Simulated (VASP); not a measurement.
VASP ran on this input.

KPOINTS:
```
kpoints
0
Gamma
9 9 9
```

POSCAR:
```
HgSe
2.9849380
  0.0000000000   1.0000000000   1.0000000000
  1.0000000000   0.0000000000   1.0000000000
  1.0000000000   1.0000000000   0.0000000000
Hg Se
1 1
Cartesian
  0.0000000000   0.0000000000   0.0000000000
  1.5000000000   1.5000000000   1.5000000000
```

### INCAR
```
ALGO  =  Normal
EDIFF  =  1E-6
ENCUT  =  300
GGA  =  PE
ISIF  =  2
ISMEAR  =  -1
LASPH  =  .TRUE.
LCHARG  =  .FALSE.
LMAXMIX  =  6
LREAL  =  .FALSE.
LWAVE  =  .FALSE.
NELM  =  100
PREC  =  Accurate
SIGMA  =  0.1
SYSTEM  =  HgSe
```

POTCAR, in this order: Hg Se (PBE.64 set). Program: vasp_std.

**Question.** Write an equivalent input for Ansatz.

**Answer.** One equivalent input (not run):
Ansatz 0.2 input:
```yaml
crystal:
  lattice:
    - [0.0000000, 2.9849380, 2.9849380]
    - [2.9849380, 0.0000000, 2.9849380]
    - [2.9849380, 2.9849380, 0.0000000]
  atoms:
    - { symbol: Hg, position: [0.0000000, 0.0000000, 0.0000000] }
    - { symbol: Se, position: [0.7500000, 0.7500000, 0.7500000] }
kpoints:
  mp_grid: { grid: [9, 9, 9] }
hamiltonian:
  xc: pbe
  pseudopotentials: { kind: paw }
scf:
  occupations: { method: fermi_dirac, width: 0.1 }
  max_iter: 100
output: { forces: true, stress: true, eigenvalues: true }
```
The two are equivalent in intent, not identical: each code has its own PAW files, so the cut-off isn't converted (ENCUT is set for VASP's; basis.ecutwfc is left out, and Ansatz then takes the one that its files recommend); Ansatz stops its SCF on the density residual and VASP on the energy change (EDIFF).

The structure comes from a computed database's HgSe entry; how it stands against other phases isn't given here. The cell was not relaxed at this level, and its volume differs by -5.9 % from the start's.
